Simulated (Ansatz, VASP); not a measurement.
**MgTiS3: VASP beside Ansatz**

Wanted: the spread between two codes on one cell, functional and k mesh. The cell is generated by rule, not measured, and may not be a known phase. The cell is taken from a series of runs on this material, whose earlier steps may have relaxed, scaled, displaced or heated it; both programs get it as it stands.

Calculated with Ansatz 0.2.0; plane waves, with VASP 6.6.1 beside it; zone-centre phonons at PBE.

The structure was built from a prototype and need not be the compound's stable phase.

## (1) The structure

Symmetry: Pm-3m, No. 221, cubic system. Conventional cell: a = 4.709 Å, b = 4.709 Å, c = 4.709 Å, α = 90.00°, β = 90.00°, γ = 90.00°. Nearest to Mg lie 12 S at 3.33 Å. Nearest to Ti lie 6 S at 2.35 Å. Nearest to S lie 2 Ti at 2.35 Å. Farther neighbours and most contacts between anions are not listed.

As a file:

```xyz
5
Lattice="4.7086 0.0000 0.0000 0.0000 4.7086 0.0000 0.0000 0.0000 4.7086" Properties=species:S:1:pos:R:3 pbc="T T T"
Mg    0.0000    0.0000    0.0000
Ti    2.3543    2.3543    2.3543
S     2.3543    2.3543    0.0000
S     2.3543    0.0000    2.3543
S     0.0000    2.3543    2.3543
```

## (2) VASP: zone-centre phonons, PBE

Second derivatives magnify differences that forces hide, and they need a tight electronic threshold.

Lines of VASP's logs that name or quote its potential files are left out, and so is its time.

INCAR reads:

```
SYSTEM = MgTiS3
PREC = Accurate
ENCUT = 600
EDIFF = 1E-08
NELM = 120
ISMEAR = 1
SIGMA = 0.2
LREAL = .FALSE.
ALGO = Normal
GGA = PE
NBANDS = 22
LASPH = .TRUE.
LORBIT = 11
LWAVE = .FALSE.
LCHARG = .FALSE.
ISIF = 2
IBRION = 8
GGA_COMPAT = .FALSE.
KPAR = 2
```

POSCAR reads:

```
MgTiS3
1.0
    4.7086208483      0.0000000000      0.0000000000
    0.0000000000      4.7086208483      0.0000000000
    0.0000000000      0.0000000000      4.7086208483
Mg Ti S
1 1 3
Direct
    0.0000000000      0.0000000000      0.0000000000
    0.5000000000      0.5000000000      0.5000000000
    0.5000000000      0.5000000000      0.0000000000
    0.5000000000      0.0000000000      0.5000000000
    0.0000000000      0.5000000000      0.5000000000
```

KPOINTS reads:

```
Automatic mesh
0
Gamma
8 8 8
0 0 0
```

The projector-augmented-wave data sets are Mg, Ti_sv and S (PBE family, release 64).

The run is started by

```bash
> mpirun -np 2 vasp_std
```

Numbers of over 12 decimals in the logs are rounded to 6 here.

The log of the run:

```text
[banner, memory and clock lines left out]
running    2 mpi-ranks, on    1 nodes
 distrk:  each k-point on    1 cores,    2 groups
 distr:  one band on    1 cores,    1 groups

 POSCAR found type information on POSCAR MgTiS
 POSCAR found :  3 types and       5 ions
 LDA part: xc-table for (Slater+PW92), standard interpolation
 POSCAR, INCAR and KPOINTS ok, starting setup
 FFT: planning ... GRIDC
 FFT: planning ... GRID_SOFT
 FFT: planning ... GRID
 WAVECAR not read
 entering main loop
       N       E                     dE             d eps       ncg     rms          rms(c)
DAV:   1     0.302800958365E+03    0.30280E+03   -0.15863E+04  1540   0.152E+03
DAV:   2     0.944705253816E+01   -0.29335E+03   -0.27998E+03  1754   0.368E+02
DAV:   3    -0.283181977837E+02   -0.37765E+02   -0.35419E+02  2660   0.114E+02
DAV:   4    -0.304372417732E+02   -0.21190E+01   -0.21104E+01  2110   0.252E+01
DAV:   5    -0.305367148750E+02   -0.99473E-01   -0.99462E-01  2170   0.510E+00    0.156E+01
DAV:   6    -0.269332495002E+02    0.36035E+01   -0.19059E+01  2216   0.432E+01    0.136E+01
DAV:   7    -0.259726165453E+02    0.96063E+00   -0.10892E+01  2182   0.378E+01    0.802E+00
DAV:   8    -0.252523299920E+02    0.72029E+00   -0.12018E+00  1830   0.132E+01    0.256E+00
DAV:   9    -0.252516805669E+02    0.64943E-03   -0.11701E-01  2102   0.233E+00    0.829E-01
DAV:  10    -0.252469323621E+02    0.47482E-02   -0.15712E-02  2178   0.121E+00    0.308E-01
DAV:  11    -0.252490613927E+02   -0.21290E-02   -0.57229E-03  1980   0.808E-01    0.378E-01
DAV:  12    -0.252471374602E+02    0.19239E-02   -0.34535E-03  2064   0.726E-01    0.505E-02
DAV:  13    -0.252471756538E+02   -0.38194E-04   -0.19716E-04  1808   0.157E-01    0.332E-02
DAV:  14    -0.252471585322E+02    0.17122E-04   -0.15390E-05  2030   0.428E-02    0.154E-02
DAV:  15    -0.252471550127E+02    0.35194E-05   -0.61168E-06  2270   0.222E-02    0.367E-03
DAV:  16    -0.252471551842E+02   -0.17151E-06   -0.75295E-07  2256   0.773E-03    0.390E-03
DAV:  17    -0.252471551239E+02    0.60366E-07   -0.10247E-07  1974   0.364E-03    0.911E-04
DAV:  18    -0.252471550995E+02    0.24335E-07   -0.58291E-09  1238   0.753E-04    0.615E-04
DAV:  19    -0.252471551143E+02   -0.14742E-07   -0.12063E-08  1322   0.965E-04    0.966E-05
DAV:  20    -0.252471551171E+02   -0.27903E-08   -0.26528E-09   956   0.425E-04
   1 F= -.25247155E+02 E0= -.25245560E+02  d E =-.478622E-02
 Linear response reoptimize wavefunctions to high precision
DAV:   1    -0.252471551163E+02    0.76352E-09   -0.64830E-10  1004   0.196E-04
DAV:   2    -0.252471551163E+02   -0.29104E-10   -0.23061E-10   908   0.104E-04
 Linear response DOF=           4
 Linear response progress:
  Degree of freedom:   1/  4
       N       E                     dE             d eps       ncg     rms          rms(c)
RMM:   1    -0.192859029639E-02   -0.19286E-02   -0.16181E-03  5996   0.225E-01
RMM:   2    -0.187527065462E-02    0.53320E-04   -0.24468E-04  6171   0.571E-02    0.315E-02
RMM:   3    -0.180932206948E-02    0.65949E-04   -0.25444E-05  5938   0.213E-02    0.210E-02
RMM:   4    -0.171031162122E-02    0.99010E-04   -0.24805E-05  5788   0.243E-02    0.253E-03
RMM:   5    -0.170496544376E-02    0.53462E-05   -0.19273E-06  6575   0.566E-03    0.160E-03
RMM:   6    -0.169411444027E-02    0.10851E-04   -0.55682E-07  6121   0.406E-03    0.122E-03
RMM:   7    -0.169252603733E-02    0.15884E-05   -0.13497E-07  6638   0.205E-03    0.505E-04
RMM:   8    -0.169235363165E-02    0.17241E-06    0.43162E-09  7135   0.110E-03    0.253E-04
RMM:   9    -0.169169861632E-02    0.65502E-06    0.19593E-08  6890   0.664E-04    0.739E-05
RMM:  10    -0.169194872715E-02   -0.25011E-06    0.38632E-08  7231   0.264E-04    0.228E-05
RMM:  11    -0.169196384495E-02   -0.15118E-07    0.46413E-08  7911   0.115E-04    0.198E-05
RMM:  12    -0.169194254138E-02    0.21304E-07    0.32488E-08  7728   0.618E-05    0.531E-06
RMM:  13    -0.169194848479E-02   -0.59434E-08    0.24301E-08  7697   0.277E-05    0.489E-06
 first order change of Fermi-energy   0.37201E-04
 force on displaced ion       1 direction 1 :   2.183   0.000  -0.000
 Linear response progress:
  Degree of freedom:   2/  4
       N       E                     dE             d eps       ncg     rms          rms(c)
RMM:   1    -0.775349972983E+00   -0.77535E+00    0.94095E+00  3668   0.114E+02
RMM:   2    -0.741187595794E+00    0.34162E-01   -0.30907E-01  5439   0.376E+00    0.233E-01
RMM:   3    -0.739330021144E+00    0.18576E-02   -0.25844E-02  6173   0.805E-01    0.124E-01
RMM:   4    -0.739838997636E+00   -0.50898E-03   -0.18525E-02  7025   0.414E-01    0.475E-02
RMM:   5    -0.740714739250E+00   -0.87574E-03   -0.98033E-04  7066   0.130E-01    0.301E-02
RMM:   6    -0.741263046496E+00   -0.54831E-03   -0.30129E-04  6773   0.706E-02    0.176E-02
RMM:   7    -0.741698972045E+00   -0.43593E-03   -0.92775E-05  6606   0.412E-02    0.567E-03
RMM:   8    -0.741580196094E+00    0.11878E-03   -0.67895E-05  7802   0.221E-02    0.168E-03
RMM:   9    -0.741576227292E+00    0.39688E-05   -0.48201E-05  7498   0.131E-02    0.793E-04
RMM:  10    -0.741564750446E+00    0.11477E-04   -0.37157E-05  7520   0.927E-03    0.338E-04
RMM:  11    -0.741570275464E+00   -0.55250E-05   -0.30652E-05  7810   0.713E-03    0.212E-04
RMM:  12    -0.741575291270E+00   -0.50158E-05   -0.25298E-05  7517   0.596E-03    0.148E-04
RMM:  13    -0.741574959012E+00    0.33226E-06   -0.22221E-05  7876   0.509E-03    0.109E-04
RMM:  14    -0.741574402679E+00    0.55633E-06   -0.19470E-05  7731   0.452E-03    0.108E-04
[...]
RMM:  24    -0.741574253688E+00   -0.80076E-07   -0.72689E-06  7146   0.206E-03    0.284E-04
RMM:  25    -0.741574348607E+00   -0.94919E-07   -0.68123E-06  7114   0.191E-03    0.319E-04
RMM:  26    -0.741574438958E+00   -0.90352E-07   -0.58250E-06  6087   0.177E-03    0.350E-04
RMM:  27    -0.741574510641E+00   -0.71682E-07   -0.55118E-06  6129   0.166E-03    0.382E-04
RMM:  28    -0.741574572996E+00   -0.62356E-07   -0.49118E-06  6748   0.154E-03    0.408E-04
RMM:  29    -0.741574636171E+00   -0.63175E-07   -0.46563E-06  5143   0.144E-03    0.441E-04
RMM:  30    -0.741574693085E+00   -0.56914E-07   -0.40675E-06  4554   0.134E-03    0.467E-04
RMM:  31    -0.741574722676E+00   -0.29591E-07   -0.39326E-06  9171   0.126E-03    0.474E-04
 first order change of Fermi-energy   0.62902E-03
 force on displaced ion       2 direction 1 :  -1.400  -0.000   0.000
 Linear response progress:
  Degree of freedom:   3/  4
       N       E                     dE             d eps       ncg     rms          rms(c)
RMM:   1    -0.120598113186E+00   -0.12060E+00   -0.69488E-02 12103   0.154E+00
RMM:   2    -0.111834532384E+00    0.87636E-02   -0.95572E-03 10311   0.449E-01    0.627E-02
RMM:   3    -0.112413256767E+00   -0.57872E-03   -0.98949E-04 11034   0.132E-01    0.294E-02
RMM:   4    -0.112948675760E+00   -0.53542E-03   -0.30523E-04 10802   0.637E-02    0.137E-02
RMM:   5    -0.112980470161E+00   -0.31794E-04   -0.60223E-05 12309   0.236E-02    0.121E-02
RMM:   6    -0.112990520948E+00   -0.10051E-04   -0.13215E-05 11044   0.134E-02    0.657E-03
RMM:   7    -0.113001994897E+00   -0.11474E-04   -0.42363E-07 11323   0.788E-03    0.320E-03
RMM:   8    -0.113018082984E+00   -0.16088E-04    0.17611E-05 12297   0.364E-03    0.182E-03
RMM:   9    -0.113019150608E+00   -0.10676E-05    0.38409E-05 12749   0.165E-03    0.901E-04
RMM:  10    -0.113020560126E+00   -0.14095E-05    0.17933E-05 12676   0.816E-04    0.219E-04
RMM:  11    -0.113021261129E+00   -0.70100E-06    0.15748E-05 12925   0.434E-04    0.431E-05
RMM:  12    -0.113021114330E+00    0.14680E-06    0.64459E-06 13783   0.224E-04    0.293E-05
RMM:  13    -0.113021074329E+00    0.40001E-07    0.38693E-06 13892   0.119E-04    0.315E-05
RMM:  14    -0.113021076266E+00   -0.19371E-08    0.18664E-06 13918   0.689E-05    0.162E-05
RMM:  15    -0.113021108494E+00   -0.32228E-07    0.14281E-06 13195   0.410E-05    0.518E-06
RMM:  16    -0.113021113560E+00   -0.50665E-08    0.83091E-07 13103   0.260E-05    0.378E-06
RMM:  17    -0.113021116758E+00   -0.31977E-08    0.57654E-07 12000   0.171E-05    0.142E-06
RMM:  18    -0.113021118793E+00   -0.20350E-08    0.33897E-07 10807   0.122E-05    0.655E-07
RMM:  19    -0.113021120497E+00   -0.17037E-08    0.24989E-07  8877   0.923E-06    0.235E-06
RMM:  20    -0.113021122635E+00   -0.21383E-08    0.13799E-07  8843   0.771E-06    0.912E-07
RMM:  21    -0.113021121390E+00    0.12447E-08    0.11703E-07  6566   0.648E-06    0.107E-06
RMM:  22    -0.113021121484E+00   -0.93537E-10    0.55539E-08  5808   0.589E-06    0.733E-07
 first order change of Fermi-energy  -0.13401E-02
 force on displaced ion       3 direction 1 :   2.034   0.000   0.000
 Linear response progress:
  Degree of freedom:   4/  4
       N       E                     dE             d eps       ncg     rms          rms(c)
RMM:   1    -0.132205691929E+00   -0.13221E+00   -0.10610E-01  6970   0.229E+00
RMM:   2    -0.117865069016E+00    0.14341E-01   -0.10243E-02  6030   0.594E-01    0.188E-01
RMM:   3    -0.118776770765E+00   -0.91170E-03   -0.28232E-03  6454   0.252E-01    0.827E-02
RMM:   4    -0.119658127507E+00   -0.88136E-03   -0.10365E-03  6610   0.144E-01    0.252E-02
RMM:   5    -0.119764835825E+00   -0.10671E-03   -0.23225E-04  7234   0.604E-02    0.149E-02
RMM:   6    -0.119822103213E+00   -0.57267E-04   -0.56588E-05  6906   0.324E-02    0.811E-03
RMM:   7    -0.119840340442E+00   -0.18237E-04   -0.26914E-05  7204   0.160E-02    0.438E-03
RMM:   8    -0.119859856149E+00   -0.19516E-04   -0.48983E-05  7413   0.841E-03    0.179E-03
RMM:   9    -0.119856771542E+00    0.30846E-05   -0.26858E-05  7796   0.367E-03    0.975E-04
RMM:  10    -0.119859324324E+00   -0.25528E-05   -0.40149E-05  7600   0.182E-03    0.339E-04
RMM:  11    -0.119860458006E+00   -0.11337E-05   -0.12237E-05  7689   0.978E-04    0.693E-05
RMM:  12    -0.119859880938E+00    0.57707E-06   -0.10047E-05  8107   0.505E-04    0.673E-05
RMM:  13    -0.119860050421E+00   -0.16948E-06   -0.65349E-06  7714   0.274E-04    0.415E-05
RMM:  14    -0.119860122735E+00   -0.72314E-07   -0.40959E-06  8054   0.160E-04    0.214E-05
RMM:  15    -0.119860107197E+00    0.15538E-07   -0.19702E-06  7918   0.904E-05    0.217E-05
RMM:  16    -0.119860200930E+00   -0.93733E-07   -0.13787E-06  7265   0.622E-05    0.238E-06
RMM:  17    -0.119860173289E+00    0.27641E-07   -0.64679E-07  7913   0.384E-05    0.669E-06
RMM:  18    -0.119860201137E+00   -0.27847E-07   -0.57103E-07  7602   0.259E-05    0.193E-06
RMM:  19    -0.119860212285E+00   -0.11148E-07   -0.25121E-07  7839   0.176E-05    0.703E-07
RMM:  20    -0.119860210485E+00    0.17997E-08   -0.20251E-07  6339   0.124E-05    0.177E-06
RMM:  21    -0.119860217344E+00   -0.68591E-08   -0.97222E-08  5939   0.984E-06    0.595E-07
 first order change of Fermi-energy  -0.89715E-03
 force on displaced ion       3 direction 3 :  -0.000  -0.000 -11.927
 Linear response finished
```

(Continued in part 2 of 2.)

[Lines on the potential files, build, host, timing and source positions are cut from VASP's logs without a mark.]

[Logs are printed without paths, hosts, clocks, repeated set-up lines and the standing remarks that a program may print on its own settings, such as how far it seeks lower states.]

[Hosts, paths, dates, database ids (printed as entryN), source tags and the programs' standing remarks are cut or masked in the printed files.]
